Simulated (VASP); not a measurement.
# Ga: relaxation of cell and atoms with LDA

Crystal: Ga.

```
Ga
1.0
     2.22776   -3.74402    0.00000
     2.22776    3.74402    0.00000
     0.00000    0.00000    4.41770
Ga
4
Direct
  0.84392 0.15608 0.08420
  0.65608 0.34392 0.58420
  0.15608 0.84392 0.91580
  0.34392 0.65608 0.41580
```

```yaml
Program: VASP 6.6.1
Task: relaxation of cell and atoms
Functional: LDA
Potentials_or_basis: VASP PAW LDA potentials, release 64 (Ga_d)
Cutoff: 600 eV
k_mesh: 10 × 10 × 8
Occupations: methfessel-paxton, width 0.1 eV
Spin: no spin polarisation
Further_INCAR_settings: ALGO = Normal; EDIFF = 1e-07; IBRION = 2; EDIFFG = -0.005; NSW = 90; ISIF = 3
```

```yaml
Relaxed_volume: 18.43 Å³/atom
Relaxed_cell: a = 4.355 Å, b = 4.355 Å, c = 4.417 Å, α = 90.00°, β = 90.00°, γ = 118.37°
Space_group_after_relaxing_to_0.05_Å: Cmce (No. 64)
Energy_gained_by_relaxing: 0.0 meV/atom
Ionic_steps: 6
Pressure_after_relaxing: 0.0 GPa
Band_gap_on_the_k_mesh: none (metal or under the smearing width)
```

Forces in eV/Å, atoms in the order of the input:
```
Ga   0.000 -0.001  0.003
Ga   0.000  0.001  0.003
Ga   0.000  0.001 -0.003
Ga   0.000 -0.001 -0.003
```

Final structure:
```xyz
4
Lattice="2.2309 -3.7403 0.0000 2.2309 3.7403 0.0000 0.0000 0.0000 4.4167" Properties=species:S:1:pos:R:3 pbc="T T T"
Ga    2.2309   -2.5725    0.3757
Ga    2.2309   -1.1678    2.5840
Ga    2.2309    2.5725    4.0411
Ga    2.2309    1.1678    1.8327
```

Levels at points of the mesh, in eV from the Fermi level:
```tsv
k point	band 23	band 24	band 25	band 26	band 27	band 28	band 29	band 30
(0.00, 0.00, 0.00)	-3.71	-1.80	-1.73	-0.63	0.95	1.10	1.22	5.38
(0.50, 0.00, 0.00)	-3.38	-3.38	-1.33	-1.33	0.94	0.94	4.47	4.47
(0.50, 0.50, 0.00)	-4.16	-3.46	-1.53	-1.46	1.23	1.39	3.56	4.05
(0.00, 0.00, 0.50)	-0.01	-0.01	0.01	0.01	0.18	0.18	2.31	2.31
(0.50, 0.00, 0.50)	-6.41	-6.41	-1.50	-1.50	0.69	0.69	7.49	7.49
(0.50, 0.50, 0.50)	-5.41	-5.41	-1.32	-1.32	-0.99	-0.99	7.21	7.21
```

Run time: 7.9 min on 2 MPI ranks on Intel(R) Xeon(R) Platinum 8488C (Sapphire Rapids), with other jobs on the host, peak memory 0.4 GiB a rank.
